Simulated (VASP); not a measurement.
These are vdW-DF-cx, VASP's PBE PAW potentials (set 64) (plane waves; VASP 6.6.1) values and carry that method's errors.

VASP ran on this input.

### POSCAR
```
SrTiO3
1
    3.8244656631     0.0000000000     0.0000000000
    0.0000000000     3.8244656631     0.0000000000
    0.0000000000     0.0000000000     3.8244656631
Sr Ti O
1 1 3
Direct
  0.0000000000   0.0000000000   0.0000000000
  0.5000000000   0.5000000000   0.5000000000
  0.5000000000   0.0000000000   0.5000000000
  0.0000000000   0.5000000000   0.5000000000
  0.5000000000   0.5000000000   0.0000000000
```

**INCAR**
```
# general
SYSTEM   = SrTiO3
PREC     = Accurate
ENCUT    = 520
LREAL    = F   # projection in real space or not
LASPH    = T   # aspherical one-centre terms

# electronic loop
EDIFF    = 1E-7
NELM     = 100   # most electronic steps
ALGO     = Normal
LMAXMIX  = 4   # l cut-off of mixed one-centre charges

# smearing
ISMEAR   = 0   # Gaussian
SIGMA    = 0.05   # width (eV)

# functional
GGA      = CX
LUSE_VDW = T
AGGAC    = 0.0

# ions
ISIF     = 2   # forces and stress, cell fixed

# output
LWAVE    = F
LCHARG   = F
```

### KPOINTS
```
Regular mesh
0
Gamma
 6 6 6
0 0 0
```

POTCAR, in this order: Sr_sv Ti_sv O (PBE.64 set). Program: vasp_std.

Output of the run:

File OSZICAR:
```
       N       E                     dE             d eps       ncg     rms          rms(c)
DAV:   1     0.468854689534E+03    0.46885E+03   -0.22112E+04   960   0.188E+03
DAV:   2     0.101235417303E+02   -0.45873E+03   -0.45289E+03  1128   0.511E+02
DAV:   3    -0.387448314795E+02   -0.48868E+02   -0.46986E+02  1432   0.152E+02
DAV:   4    -0.405745673207E+02   -0.18297E+01   -0.18291E+01  1368   0.277E+01
DAV:   5    -0.406228160102E+02   -0.48249E-01   -0.48246E-01  1360   0.370E+00    0.302E+01
DAV:   6    -0.308951972757E+02    0.97276E+01   -0.60047E+01  1400   0.769E+01    0.183E+01
DAV:   7    -0.309799793436E+02   -0.84782E-01   -0.70415E+00  1184   0.213E+01    0.120E+01
DAV:   8    -0.310390365849E+02   -0.59057E-01   -0.16636E+00  1256   0.148E+01    0.327E+00
DAV:   9    -0.309533077011E+02    0.85729E-01   -0.40913E-01  1160   0.718E+00    0.866E-01
DAV:  10    -0.309578522409E+02   -0.45445E-02   -0.12861E-01  1328   0.269E+00    0.724E-01
DAV:  11    -0.309511773872E+02    0.66749E-02   -0.56546E-02  1328   0.180E+00    0.168E-01
DAV:  12    -0.309510374116E+02    0.13998E-03   -0.23219E-03  1280   0.576E-01    0.605E-02
DAV:  13    -0.309510567037E+02   -0.19292E-04   -0.25101E-04  1320   0.161E-01    0.222E-02
DAV:  14    -0.309510639905E+02   -0.72868E-05   -0.54777E-05  1336   0.838E-02    0.129E-02
DAV:  15    -0.309510624219E+02    0.15686E-05   -0.10715E-05  1240   0.354E-02    0.384E-03
DAV:  16    -0.309510628826E+02   -0.46071E-06   -0.15467E-06  1416   0.952E-03    0.365E-03
DAV:  17    -0.309510626494E+02    0.23323E-06   -0.33797E-07  1016   0.773E-03    0.804E-04
DAV:  18    -0.309510626475E+02    0.19404E-08   -0.30488E-08   528   0.133E-03
   1 F= -.30951063E+02 E0= -.30951063E+02  d E =-.507724E-27
```

OUTCAR:
```
------------------------ aborting loop because EDIFF is reached ----------------------------------------
  FORCE on cell =-STRESS in cart. coord.  units (eV):
  Direction    XX          YY          ZZ          XY          YZ          ZX
  --------------------------------------------------------------------------------------
  Total        4.5363305      4.5363305      4.5363305      0.0000000      0.0000000      0.0000000
  in kB      129.9280657    129.9280657    129.9280657      0.0000000      0.0000000      0.0000000
  external PRESSURE =     129.9280657 kB  Pullay stress =       0.0000000 kB
  volume of cell :       55.94
      direct lattice vectors                 reciprocal lattice vectors
     3.824465663  0.000000000  0.000000000     0.261474435  0.000000000  0.000000000
     0.000000000  3.824465663  0.000000000     0.000000000  0.261474435  0.000000000
     0.000000000  0.000000000  3.824465663     0.000000000  0.000000000  0.261474435
 POSITION                                       TOTAL-FORCE (eV/Angst)
 -----------------------------------------------------------------------------------
      0.00000      0.00000      0.00000         0.000000      0.000000      0.000000
      1.91223      1.91223      1.91223         0.000000      0.000000      0.000000
      1.91223      0.00000      1.91223         0.000000      0.000000      0.000000
      0.00000      1.91223      1.91223         0.000000      0.000000      0.000000
      1.91223      1.91223      0.00000         0.000000      0.000000      0.000000
 -----------------------------------------------------------------------------------
    total drift:                                0.000000      0.000000      0.000000
  FREE ENERGIE OF THE ION-ELECTRON SYSTEM (eV)
  ---------------------------------------------------
  free  energy   TOTEN  =       -30.9510626475 eV

  energy  without entropy=      -30.9510626475  energy(sigma->0) =      -30.95106265
```
(Selected blocks of OUTCAR.)

The compound is SrTiO3 in the cubic perovskite structure, the ideal cubic form; the compound distorts at low or room temperature. This cell is one point of a volume scan, at 0.94 of the reference volume.
